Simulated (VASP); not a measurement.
Output of a VASP run:

### OSZICAR
```
       N       E                     dE             d eps       ncg     rms          rms(c)
DAV:   1     0.612031733670E+03    0.61203E+03   -0.35643E+04  3630   0.214E+03
DAV:   2    -0.127820577053E+02   -0.62481E+03   -0.61560E+03  3610   0.716E+02
DAV:   3    -0.430172594834E+02   -0.30235E+02   -0.29114E+02  3948   0.158E+02
DAV:   4    -0.437944486536E+02   -0.77719E+00   -0.76565E+00  3832   0.216E+01
DAV:   5    -0.438071098168E+02   -0.12661E-01   -0.12525E-01  3496   0.192E+00    0.435E+01
DAV:   6    -0.409623885022E+02    0.28447E+01   -0.27376E+01  3280   0.339E+01    0.126E+01
DAV:   7    -0.405631506763E+02    0.39924E+00   -0.57924E+00  3720   0.173E+01    0.129E+01
DAV:   8    -0.404609186895E+02    0.10223E+00   -0.36649E-01  3328   0.414E+00    0.307E+00
DAV:   9    -0.404613109415E+02   -0.39225E-03   -0.23665E-02  3728   0.869E-01    0.440E-01
DAV:  10    -0.404606108860E+02    0.70006E-03   -0.35670E-03  3488   0.435E-01    0.184E-01
DAV:  11    -0.404605754716E+02    0.35414E-04   -0.30679E-04  3864   0.137E-01    0.183E-02
DAV:  12    -0.404605732245E+02    0.22471E-05   -0.12654E-05  3712   0.274E-02    0.114E-02
DAV:  13    -0.404605730039E+02    0.22053E-06   -0.87437E-07  2704   0.590E-03    0.351E-03
DAV:  14    -0.404605729760E+02    0.27923E-07   -0.74858E-08  1558   0.341E-03
   1 F= -.40460573E+02 E0= -.40459804E+02  d E =-.404606E+02
```

### OUTCAR
```
------------------------ aborting loop because EDIFF is reached ----------------------------------------
  FORCE on cell =-STRESS in cart. coord.  units (eV):
  Direction    XX          YY          ZZ          XY          YZ          ZX
  --------------------------------------------------------------------------------------
  Total        1.3837617      1.3837617      1.3837617      0.0000000      0.0000000     -0.0000000
  in kB       31.9379923     31.9379923     31.9379923      0.0000000      0.0000000     -0.0000000
  external PRESSURE =      31.9379923 kB  Pullay stress =       0.0000000 kB
  volume of cell :       69.42
      direct lattice vectors                 reciprocal lattice vectors
     4.109806978  0.000000000  0.000000000     0.243320430  0.000000000  0.000000000
     0.000000000  4.109806978  0.000000000     0.000000000  0.243320430  0.000000000
     0.000000000  0.000000000  4.109806978     0.000000000  0.000000000  0.243320430
 POSITION                                       TOTAL-FORCE (eV/Angst)
 -----------------------------------------------------------------------------------
      0.00000      0.00000      0.00000         0.000000      0.000000      0.000000
      2.05490      2.05490      2.05490         0.000000      0.000000      0.000000
      0.00000      2.05490      2.05490         0.000000      0.000000      0.000000
      2.05490      0.00000      2.05490         0.000000      0.000000      0.000000
      2.05490      2.05490      0.00000         0.000000      0.000000      0.000000
 -----------------------------------------------------------------------------------
    total drift:                                0.000000      0.000000      0.000000
  FREE ENERGIE OF THE ION-ELECTRON SYSTEM (eV)
  ---------------------------------------------------
  free  energy   TOTEN  =       -40.4605729760 eV

  energy  without entropy=      -40.4582661604  energy(sigma->0) =      -40.45980404

 reached required accuracy - stopping structural energy minimisation
```
(Selected blocks of OUTCAR.)

### POSCAR
```
ErBRh3
1
    4.1098069781     0.0000000000     0.0000000000
    0.0000000000     4.1098069781     0.0000000000
    0.0000000000     0.0000000000     4.1098069781
Er B Rh
1 1 3
Direct
  0.0000000000   0.0000000000   0.0000000000
  0.5000000000   0.5000000000   0.5000000000
  0.0000000000   0.5000000000   0.5000000000
  0.5000000000   0.0000000000   0.5000000000
  0.5000000000   0.5000000000   0.0000000000
```

### Question
Reconstruct the remaining input files.

### Answer
Several could match; the one computed here: the input of the run itself, PBEsol GGA, plane waves, VASP's PBE PAW potentials (set 64).

### KPOINTS
```
Automatic mesh
0
Gamma
8 8 8
0 0 0
```

INCAR:
```
SYSTEM  =  ErBRh3
PREC  =  Accurate; ENCUT  =  600; LREAL  =  .FALSE.
LASPH  =  .TRUE.
EDIFF  =  1E-7; NELM  =  100; ALGO  =  Normal
LMAXMIX  =  6
ISMEAR  =  1; SIGMA  =  0.1
GGA  =  PS
IBRION  =  2; NSW  =  30; ISIF  =  2
EDIFFG  =  -0.01
LWAVE  =  .FALSE.; LCHARG  =  .FALSE.
```

POTCAR, in this order: Er_3 B Rh_pv (PBE.64 set). Program: vasp_std.

The 4f electrons are frozen in the core of the lanthanide potential, so 4f levels, which can set the real gap, and their magnetism are missing.

The structure comes from a computed database's ErBRh3 entry (Pm-3m); how it stands against other phases isn't given here. This cell was strained or had an atom moved on purpose. The electron count is odd and the run is not spin-polarised, which forces a metal.
